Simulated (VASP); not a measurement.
Energy against volume of KCl (rock salt). Method: RPBE GGA, VASP's PBE PAW potentials (set 64) (plane waves; VASP 6.6.1). Settings: 520 eV cut-off, 7×7×7 Γ-centred mesh, Gaussian smearing of 0.050 eV, potentials K_sv Cl.

```json
[
 {"V (Å³/atom)": "34.532", "E (eV/atom)": "-3.25602"},
 {"V (Å³/atom)": "35.600", "E (eV/atom)": "-3.25777"},
 {"V (Å³/atom)": "36.668", "E (eV/atom)": "-3.25688"},
 {"V (Å³/atom)": "37.736", "E (eV/atom)": "-3.25376"}
]
```

Q: Fit these four points and predict the energy of the run at 33.464 Å³/atom.

A: A cubic in V^(−2/3), the third-order Birch-Murnaghan form, passes through the four points with V0 = 35.75 Å³/atom and B0 = 13 GPa, and gives -3.2511 eV/atom there. The run gave -3.2512 eV/atom, -0.0 meV/atom from the fit; all five points give B0 = 13 GPa.

The compound is KCl in the rock salt structure. It was relaxed first, which changed the volume by +15 %.
